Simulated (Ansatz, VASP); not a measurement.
## Cross-check of Zn (Zinc) between VASP and Ansatz

One calculation is typed for both programs; each brings its own data sets. How far apart do they land? Of the first pair: The cell is taken from a series of runs on this material, whose earlier steps may have relaxed, scaled, displaced or heated it; both programs get it as it stands.

Method: plane waves, with VASP 6.6.1 beside it; relaxation of cell and atoms at LDA, in Ansatz 0.2.0.

**1. Starting point**

It takes space group P6_3/mmc (No. 194, hexagonal). Conventional cell: a = 2.559 Å, b = 2.559 Å, c = 4.803 Å, α = 90.00°, β = 90.00°, γ = 120.00°. Zn has 12 Zn at 2.56 to 2.82 Å nearest.

**2. Ansatz: relaxation of cell and atoms, LDA, pair 1**

Ansatz runs on its default PAW (the set named soft_2) files.

The relaxed volume is the usual yardstick between codes: in a stiff, nearly cubic crystal its relative difference is about their pressure difference at one cell divided by the bulk modulus.

Contents of input.yaml:

```yaml
crystal:
  lattice:
    - [2.5594242516, 0.0, 0.0]
    - [-1.2797121258, 2.216526421, 0.0]
    - [0.0, 0.0, 4.8031251389]
  atoms:
    - { symbol: Zn, position: [0.3333333333, 0.6666666667, 0.25] }
    - { symbol: Zn, position: [0.6666666667, 0.3333333333, 0.75] }
kpoints:
  mp_grid: { grid: [24, 24, 12] }
hamiltonian:
  xc: lda
scf:
  occupations: { method: fermi_dirac, width: 0.15 }
output:
  forces: true
  stress: true
  eigenvalues: true
relax:
  adjacent_minimum: "off"
  f_tol: 0.001
  max_steps: 60
  cell: { stress_tol: 0.01 }
```

Launch:

```console
> ansatz run input.yaml --threads 8 --pin off --max-ram 14336MiB --backend cpu --events-out ev --progress --plain --runs-dir out
```

Numbers of over 12 decimals in the logs are rounded to 6 here.

Output:

```text
Engine: ansatz 0.2.0, aarch64-unknown-linux-gnu
Pseudopotentials: kind: paw
Pseudopotential: Zn, paw, valence charge 12, recommended cutoff 420 eV (normal), Zn.paw.azcp
Functional definition: SPW92
  exchange = slater_x
  correlation = pw_c
Crystal: 2 atoms, lattice volume = 27.248 Å³
Basis set: ecut = 420 eV, 527 PW (Γ)
Bands: 16, of which v1, the nominal top of the filled ones, is band 12 counted from 1 (11 counted from 0)
Symmetry: 24 space group operations
Space group: P63/mmc (ITA 194), of the structure as read, at distance tolerance 3.0e-5 Å
k-points: 427 of 6912
Non-local potential: Zn, projectors of the file, l = 0: 2, l = 1: 2, l = 2: 3, l = 3: 1
PAW form: soft (Blöchl's): semilocal exchange-correlation on the pseudo side does not see the compensation charge
PAW frozen core: Zn, regenerated for the run's functional, and the local potential with it (the file was generated under x = pbe(κ = 0.804, μ = 0.219515), c = pbe(β = 0.066725))
PAW one-centre angular grid: Zn, 590 points (default); XC on 64 Gauss nodes
Initial density: superposition of atomic densities (neutral atoms: chi_scale 0, normalization atom), corrected by the library's trained network
Initial wavefunctions: pseudopotential atomic-orbital guess
Functional: x = slater, c = lda
SCF iter   1: F=—  HF=-6492.529144 eV  |F-HF|=—  |Δ(HF+E_count)|=         —  Δρ=6.22e-3  dr2=3.81e-3  ethr=1.77e-3  ⟨swp⟩=4.9  Hψ=32722  notcnv=0
preconditioner: auto → none  [metal: Δε(μ)=0.066 eV  Ē_g=13.884 eV  σ=0.150 eV  W_gap=0.11  n_scr=4 (ndim 8)  ℏωp=34.8 eV  f_vac=0.000  D(μ)=0.37/eV (n_scr^D=2)  sad-step TF]
SCF iter   2: F=—  HF=-6492.528659 eV  |F-HF|=—  |Δ(HF+E_count)|=   4.86e-4  Δρ=1.63e-3  dr2=4.19e-4  ethr=1.59e-5  ⟨swp⟩=2.0  Hψ=14919  notcnv=0
SCF iter   3: F=—  HF=-6492.528465 eV  |F-HF|=—  |Δ(HF+E_count)|=   1.93e-4  Δρ=1.40e-3  dr2=1.84e-4  ethr=1.75e-6  ⟨swp⟩=2.0  Hψ=11676  notcnv=0
SCF iter   4: F=—  HF=-6492.528451 eV  |F-HF|=—  |Δ(HF+E_count)|=   1.41e-5  Δρ=3.53e-4  dr2=1.23e-5  ethr=7.65e-7  ⟨swp⟩=1.0  Hψ=6832  notcnv=0
SCF iter   5: F=—  HF=-6492.528451 eV  |F-HF|=—  |Δ(HF+E_count)|=   4.81e-7  Δρ=5.40e-5  dr2=3.52e-7  ethr=5.14e-8  ⟨swp⟩=1.0  Hψ=6833  notcnv=0
SCF iter   6: F=-6492.528451 eV  HF=-6492.528451 eV  |F-HF|=3.63e-10  |Δ(HF+E_count)|=   7.68e-8  Δρ=6.30e-6  dr2=4.15e-9  ethr=4.17e-10  ⟨swp⟩=4.8  Hψ=28404  notcnv=0
SCF 1 converged in 6 iterations: F = -6492.528451 eV  dr2 = 4.15e-9
  greatest PAW one-centre occupation: 0.981 electrons in one spin orbital (limit 2), on the Zn atom at site 1 (counted from 0), in its partial waves of l = 2
relax step   1: F+E_penalty+E_count = -6492.52845062 eV  Δ(F+E_penalty+E_count) = +0.000e0 eV  max|allowed force component| = 1.480e-16 eV/Å  Δτ_max = 0.0000 Å  P = +0.072 GPa  Ω = 27.248 Å³  (6 SCF iters, dr2 threshold 1.00e-7 eV, accepted)
[...]
relax step   2: F+E_penalty+E_count = -6492.52849382 eV  Δ(F+E_penalty+E_count) = -4.320e-5 eV  max|allowed force component| = 1.480e-16 eV/Å  Δτ_max = 0.0000 Å  P = +0.046 GPa  Ω = 27.246 Å³  energy of the carried Pulay correction = +4.759e-6 eV  (3 SCF iters, dr2 threshold 8.74e-8 eV, accepted)
[...]
relax step   3: F+E_penalty+E_count = -6492.52857748 eV  Δ(F+E_penalty+E_count) = -8.366e-5 eV  max|allowed force component| = 1.480e-16 eV/Å  Δτ_max = 0.0000 Å  P = +0.067 GPa  Ω = 27.209 Å³  energy of the carried Pulay correction = +3.577e-5 eV  (4 SCF iters, dr2 threshold 4.41e-8 eV, accepted)
[...]
relax step   4: F+E_penalty+E_count = -6492.52855296 eV  Δ(F+E_penalty+E_count) = +2.452e-5 eV  max|allowed force component| = 3.053e-16 eV/Å  Δτ_max = 0.0000 Å  P = -0.102 GPa  Ω = 27.253 Å³  energy of the carried Pulay correction = +1.616e-5 eV  (4 SCF iters, dr2 threshold 1.28e-8 eV, rejected (line search))
[...]
relax step   5: F+E_penalty+E_count = -6492.52857331 eV  Δ(F+E_penalty+E_count) = +4.171e-6 eV  max|allowed force component| = 4.626e-17 eV/Å  Δτ_max = 0.0000 Å  P = +0.004 GPa  Ω = 27.226 Å³  energy of the carried Pulay correction = +2.792e-5 eV  (6 SCF iters, accepted)
[...]
relax step   6: F+E_penalty+E_count = -6492.52854464 eV  Δ(F+E_penalty+E_count) = +2.867e-5 eV  max|allowed force component| = 9.252e-17 eV/Å  Δτ_max = 0.0000 Å  P = +0.001 GPa  Ω = 27.226 Å³  stress off target by 1.49e-3 GPa  SCF on the basis re-selected at this cell (its energy is not comparable with the rows above)  (4 SCF iters)
basis re-selected at this cell: Δ(F+E_penalty+E_count) = +2.867e-5 eV, ΔP = -0.003 GPa vs the last step (what re-selecting the basis moved, of the pressure what is left beyond the Pulay correction that the steps carried, after the strain that the cell walked since its last selection, with what the two solves' SCF thresholds leave and, on support functions, any second-order correction that the steps lacked; it is no measure of the basis error at this ecutwfc). The dense FFT grid was sized anew with the basis: this SCF ran on 18×18×32 points, the steps before it on 18×18×36, so part of this shift can come from that change (see relax.cell in the input reference). [rest of the remark cut]
SCF converged after 4 iterations
Free energy (F): -6492.528545 eV
Harris-Foulkes:  -6492.528545 eV  (|F-HF|=9.09e-13)
Internal energy: -6492.500198 eV  (E = F + TS)
E sigma→0 (E₀):  -6492.514371 eV
Entropy (-TS):   -0.028347 eV (-14.173 meV/atom)
Fermi energy:    12.400860 eV
--- Per-component energies (eV) ---
  E_band       = 121.198809
  E_kinetic    = 265.334456
  E_local      = -2937.421259  (includes V_loc(G=0)·N_el)
  E_nonlocal   = 1225.273873
  E_hartree    = 1230.823887
  E_xc         = -273.918942
  E_vxc        = -110.581261  (∫ρ·V_xc dr)
  E_paw        = -3504.739117  (= ΣΔE_a)
  E_vpaw       = -783.054017  (= ΣTr[D̂ρ^β])
  E_aug_tail   = -0.000732  (compensation charges beyond the density's cutoff)
  E_ewald      = -2500.966645
  E_core_change = 3.114283  (= ΣΔE_core)
  E_smearing   = -0.028347  (= −TS)
  E_closure    = 0.000000  (closes the sum)
  Σ components = -6492.528545   (vs F -6492.528545, Δ=0.00e0)
--- Forces (eV/Å), atoms counted from 1 ---
  atom   1  Zn    -0.00000000    -0.00000000     0.00000000
  atom   2  Zn     0.00000000     0.00000000    -0.00000000
  max |Σ_I F_I| component: 3.70e-17 eV/Å
--- Stress (GPa, compression-positive) ---
        0.001492      -0.000000       0.000000
       -0.000000       0.001492       0.000000
        0.000000       0.000000      -0.000306
  P = ⅓ Tr σ = 0.0009 GPa (0.009 kbar)
--- Band table (eV; the first three rows and the last of 427) ---
  k-point 0: bands = [... 8 lower, 4.8410, 5.0920, 5.0920, 8.1871, 9.3338, 26.6460, 30.5141, 31.2022]
  k-point 1: bands = [... 8 lower, 4.8470, 5.0890, 5.0890, 7.5375, 10.0837, 25.7871, 31.2481, 31.2481]
  k-point 2: bands = [... 8 lower, 4.8640, 5.0800, 5.0800, 6.6262, 11.2981, 24.1504, 31.3839, 31.3839]
  k-point 426: bands = [... 8 lower, 5.0788, 5.0788, 13.3530, 13.3530, 14.2961, 14.2961, 14.9587, 14.9587]
--- Relaxed structure (5 steps of the walk, 4 accepted, 1 SCFs on fresh bases) ---
  F+E_penalty+E_count = -6492.52854464 eV   max|allowed force component| = 9.252e-17 eV/Å   (the final SCF, on the basis selected at the relaxed cell)
  cell:  # Å, volume = 27.2258 Å³
    - [2.563200, 0, 0]
    - [-1.281600, 2.219796, 0]
    - [0, 0, 4.785031]
  atoms:
    - { symbol: Zn, position: [0.333333, 0.666667, 0.25] }
    - { symbol: Zn, position: [0.666667, 0.333333, 0.750000] }
```

Reading the cycles: dr2 is the Hartree energy of the density residual (eV), the measure of convergence; HF is the Harris–Foulkes estimate of the energy, which meets the free energy F at convergence.

**3. VASP: relaxation of cell and atoms, LDA, pair 1**

The same cell, functional (in two slightly different forms), mesh and smearing now go to VASP, with its own data sets.

Lines of VASP's logs that name or quote its potential files are left out, and so is its time.

Contents of INCAR:

```
SYSTEM = Zn
PREC = Accurate
ENCUT = 500
EDIFF = 1E-07
NELM = 120
ISMEAR = -1
SIGMA = 0.15
LREAL = .FALSE.
ALGO = Normal
GGA = CA
NBANDS = 18
LORBIT = 11
LWAVE = .FALSE.
LCHARG = .FALSE.
ISIF = 3
IBRION = 2
NSW = 80
EDIFFG = -0.005
LASPH = .TRUE.
GGA_COMPAT = .FALSE.
NELMIN = 4
KPAR = 2
```

Contents of POSCAR:

```
Zn
1.0
    2.5594240000      0.0000000000      0.0000000000
   -1.2797120000      2.2165260000      0.0000000000
    0.0000000000      0.0000000000      4.8031250000
Zn
2
Direct
    0.3333333333      0.6666666667      0.2499999480
    0.6666666667      0.3333333333      0.7500000520
```

Contents of KPOINTS:

```
Automatic mesh
0
Gamma
24 24 12
0 0 0
```

PAW data sets: Zn (LDA family, release 64).

Launch:

```console
> mpirun -np 2 vasp_std
```

Output:

```text
[banner, memory and clock lines left out]
running    2 mpi-ranks, on    1 nodes
 distrk:  each k-point on    1 cores,    2 groups
 distr:  one band on    1 cores,    1 groups

 POSCAR found type information on POSCAR Zn
 POSCAR found :  1 types and       2 ions
 LDA part: xc-table for (Slater(with rela. corr.)+CA(PZ))
 , standard interpolation
 POSCAR, INCAR and KPOINTS ok, starting setup
 FFT: planning ... GRIDC
 FFT: planning ... GRID_SOFT
 FFT: planning ... GRID
 WAVECAR not read
 entering main loop
       N       E                     dE             d eps       ncg     rms          rms(c)
DAV:   1     0.103807584866E+03    0.10381E+03   -0.12306E+04 16100   0.213E+03
DAV:   2     0.276410517627E-01   -0.10378E+03   -0.10075E+03 15450   0.295E+02
DAV:   3    -0.407194245067E+01   -0.40996E+01   -0.40850E+01 17362   0.673E+01
DAV:   4    -0.409310701370E+01   -0.21165E-01   -0.21159E-01 16894   0.487E+00
DAV:   5    -0.409313515465E+01   -0.28141E-04   -0.28141E-04 16702   0.159E-01    0.518E+00
DAV:   6    -0.379996848511E+01    0.29317E+00   -0.11294E+00 16590   0.238E+01    0.363E+00
DAV:   7    -0.377749512531E+01    0.22473E-01   -0.46626E-02 19596   0.388E+00    0.182E+00
DAV:   8    -0.376746129141E+01    0.10034E-01   -0.31691E-03 20956   0.811E-01    0.549E-02
DAV:   9    -0.376742723002E+01    0.34061E-04   -0.29107E-04 19796   0.208E-01    0.299E-02
DAV:  10    -0.376743040465E+01   -0.31746E-05   -0.19353E-05 16610   0.398E-02    0.256E-03
DAV:  11    -0.376743038458E+01    0.20063E-07   -0.71238E-07 16872   0.111E-02
   1 F= -.37674304E+01 E0= -.37534732E+01  d E =-.376743E+01
[...]
2 F= -.37679424E+01 E0= -.37536884E+01  d E =-.511978E-03
[...]
3 F= -.37680048E+01 E0= -.37538282E+01  d E =-.574415E-03
[...]
4 F= -.37680045E+01 E0= -.37538232E+01  d E =-.574093E-03
[...]
5 F= -.37680346E+01 E0= -.37538185E+01  d E =-.301009E-04
 ZBRENT: can't locate minimum, use default step
 trial-energy change:   -0.000030  1 .order   -0.000031   -0.000033   -0.000028
 step:   3.8147(harm=  5.7740)  dis= 0.00000  next Energy=    -3.768106 (dE=-0.101E-03)
 bond charge predicted
       N       E                     dE             d eps       ncg     rms          rms(c)
DAV:   1    -0.377016320735E+01   -0.21286E-02   -0.35365E-02 17634   0.207E+00    0.290E-01
DAV:   2    -0.376866286023E+01    0.15003E-02   -0.30229E-03 19634   0.112E+00    0.151E-01
DAV:   3    -0.376816310977E+01    0.49975E-03   -0.30720E-04 20292   0.289E-01    0.634E-02
DAV:   4    -0.376807757629E+01    0.85533E-04   -0.12443E-04 20832   0.168E-01    0.115E-02
DAV:   5    -0.376807845925E+01   -0.88295E-06   -0.18343E-05 16388   0.538E-02    0.345E-03
DAV:   6    -0.376807830303E+01    0.15621E-06   -0.15773E-06 16340   0.229E-02    0.893E-04
DAV:   7    -0.376807829995E+01    0.30805E-08   -0.42783E-08  8236   0.373E-03
   6 F= -.37680783E+01 E0= -.37537430E+01  d E =-.738227E-04
 curvature:  -2.51 expect dE=-0.477E-05 dE for cont linesearch -0.664E-06
 trial: gam=-0.08621 g(F)=  0.849E-42 g(S)=  0.190E-05 ort = 0.311E-05 (trialstep = 0.153E+01)
 search vector abs. value=  0.163E-05
 reached required accuracy - stopping structural energy minimisation
```

OUTCAR, selected parts (step 3):

```text
ion  position               nearest neighbor table
   1  0.333  0.667  0.250-   2 2.82   2 2.82   2 2.82   2 2.82   2 2.82   2 2.82
   2  0.667  0.333  0.750-   1 2.82   1 2.82   1 2.82   1 2.82   1 2.82   1 2.82

  LATTYP: Found a hexagonal cell.
 ALAT       =     2.5594240000
 C/A-ratio  =     1.8766429478

 Subroutine GETGRP returns: Found 24 space group operations
 (whereof 12 operations were pure point group operations)

The static configuration has the point symmetry D_3d.
 The point group associated with its full space group is D_6h.

 Found    427 irreducible k-points:

   k-points           NKPTS =    427   k-points in BZ     NKDIM =    427   number of bands    NBANDS=     18

   dimension x,y,z NGX =    20 NGY =   20 NGZ =   36
   dimension x,y,z NGXF=    40 NGYF=   40 NGZF=   72

   ENCUT  =  500.0 eV  36.75 Ry    6.06 a.u.   4.67  4.67  8.76*2*pi/ulx,y,z

   NELECT =      24.0000    total number of electrons

 k-points in reciprocal lattice and weights: Automatic mesh
   0.00000000  0.00000000  0.00000000       0.000
   0.04166667 -0.00000000  0.00000000       0.001
   0.08333333  0.00000000  0.00000000       0.001
   0.12500000  0.00000000  0.00000000       0.001
   0.16666667 -0.00000000  0.00000000       0.001
   0.20833333  0.00000000  0.00000000       0.001
   0.25000000  0.00000000  0.00000000       0.001
   0.29166667  0.00000000  0.00000000       0.001
   0.33333333 -0.00000000  0.00000000       0.001
[...]
0.33333333  0.29166667  0.50000000       0.002
   0.33333333  0.33333333  0.50000000       0.000

 average (electrostatic) potential at core
       1 -37.5170       2 -37.5170

 E-fermi :   3.6795

 k-point     1 :       0.0000    0.0000    0.0000
  band No.  band energies     occupation
    ...
      9      -3.9141      2.00000
     10      -3.6656      2.00000
     11      -3.6656      2.00000
     12      -0.4968      2.00000
     13       0.6162      2.00000
     14      18.0228      0.00000
     15      21.9683      0.00000
     16      22.4692      0.00000
     17      22.4692      0.00000
     18      23.9876      0.00000

 k-point     2 :       0.0417   -0.0000    0.0000
  band No.  band energies     occupation
    ...
      9      -3.9201      2.00000
     10      -3.7081      2.00000
     11      -3.6648      2.00000
     12      -0.3976      2.00000
     13       0.6421      2.00000
     14      18.0855      0.00000
     15      21.1870      0.00000
     16      21.8094      0.00000
     17      21.9776      0.00000
     18      23.2589      0.00000

 k-point     3 :       0.0833    0.0000    0.0000
  band No.  band energies     occupation
    ...
      9      -3.9371      2.00000
     10      -3.8131      2.00000
     11      -3.6630      2.00000
     12      -0.1159      2.00000
     13       0.7224      2.00000
     14      18.2702      0.00000
     15      19.1280      0.00000
     16      20.7352      0.00000
     17      21.8366      0.00000
     18      22.7278      0.00000

  Total       -0.0046614     -0.0046614     -0.0059329      0.0000000     -0.0000000      0.0000000
  in kB       -0.2725022     -0.2725022     -0.3468378      0.0000000     -0.0000000      0.0000000
  external PRESSURE =      -0.2972807 kB  Pullay stress =       0.0000000 kB

  energy-cutoff  :      500.00
  volume of cell :       27.41
      direct lattice vectors                 reciprocal lattice vectors
     2.569986107 -0.000000000 -0.000000000     0.389107162  0.224651145  0.000000000
    -1.284993053  2.225673050 -0.000000000     0.000000000  0.449302291  0.000000000
     0.000000000 -0.000000000  4.791386064     0.000000000  0.000000000  0.208707874

 POSITION                                       TOTAL-FORCE (eV/Angst)
 -----------------------------------------------------------------------------------
     -0.00000      1.48378      1.19785        -0.000000     -0.000000      0.000000
      1.28499      0.74189      3.59354         0.000000      0.000000     -0.000000
 -----------------------------------------------------------------------------------
    total drift:                               -0.000010     -0.000006      0.000026

  FREE ENERGIE OF THE ION-ELECTRON SYSTEM (eV)
  ---------------------------------------------------
  free  energy   TOTEN  =        -3.7680783000 eV

  energy  without entropy=       -3.7394076846  energy(sigma->0) =       -3.75374299

 reached required accuracy - stopping structural energy minimisation

 total charge
# of ion       s       p       d       tot
------------------------------------------
    1        0.618   0.528   9.728  10.875
    2        0.618   0.528   9.728  10.875
--------------------------------------------------
tot          1.236   1.057  19.457  21.749

[... 3 further parts left out ...]
```

The run keeps the 24 symmetry operations of its start, so it cannot find a distortion of lower symmetry.

(Continued in part 2 of 2.)

[Lines on the potential files, build, host, timing and source positions are cut from VASP's logs without a mark.]

[Logs are printed without paths, hosts, clocks, repeated set-up lines and the standing remarks that a program may print on its own settings, such as how far it seeks lower states.]

[Hosts, paths, dates, database ids (printed as entryN), source tags and the programs' standing remarks are cut or masked in the printed files.]
